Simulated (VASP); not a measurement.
Input:

```yaml
crystal:
  lattice:
    - [4.24599, 0.00000, 0.00000]
    - [0.00000, 4.24599, 0.00000]
    - [0.00000, 0.00000, 4.24599]
  atoms:
    - { symbol: Cu, position: [0.25000, 0.25000, 0.25000] }
    - { symbol: Cu, position: [0.25000, 0.75000, 0.75000] }
    - { symbol: Cu, position: [0.75000, 0.75000, 0.25000] }
    - { symbol: Cu, position: [0.75000, 0.25000, 0.75000] }
    - { symbol: O, position: [0.00000, 0.00000, 0.00000] }
    - { symbol: O, position: [0.50000, 0.50000, 0.50000] }
```

All values below come from SCAN meta-GGA, VASP's PBE PAW potentials (set 64) (plane waves; VASP 6.6.1). Numerical set-up: 520 eV cut-off, 6×6×6 Γ-centred mesh, tetrahedra with Blöchl corrections, potentials Cu O.

Give the energies of bands 18 to 31 at the high-symmetry points, in eV from the valence-band maximum.

| band | Γ | X | M | R |
|---|---|---|---|---|
| 18 | -2.01 | -2.16 | -2.36 | -2.05 |
| 19 | -2.01 | -2.16 | -2.02 | -2.05 |
| 20 | -1.93 | -2.16 | -2.02 | -1.92 |
| 21 | -1.93 | -2.00 | -2.02 | -1.92 |
| 22 | -1.93 | -2.00 | -2.02 | -1.92 |
| 23 | -1.66 | -1.79 | -1.61 | -1.71 |
| 24 | -1.66 | -1.79 | -1.61 | -1.71 |
| 25 | -1.66 | -1.33 | -1.34 | -0.90 |
| 26 | 0.00 | -1.33 | -1.34 | -0.62 |
| 27 | 0.00 | -0.37 | -0.66 | -0.62 |
| 28 | 0.00 | -0.37 | -0.66 | -0.61 |
| 29 | 0.81 | 2.56 | 2.20 | 2.72 |
| 30 | 1.46 | 2.56 | 2.20 | 2.72 |
| 31 | 1.46 | 4.51 | 4.19 | 2.72 |

The gap is direct, 0.81 eV, from the valence maximum at Γ to the conduction minimum at Γ.

The structure comes from a measured Cu2O entry (Pn-3m) of the Crystallography Open Database, whose conditions weren't checked. It was relaxed first.
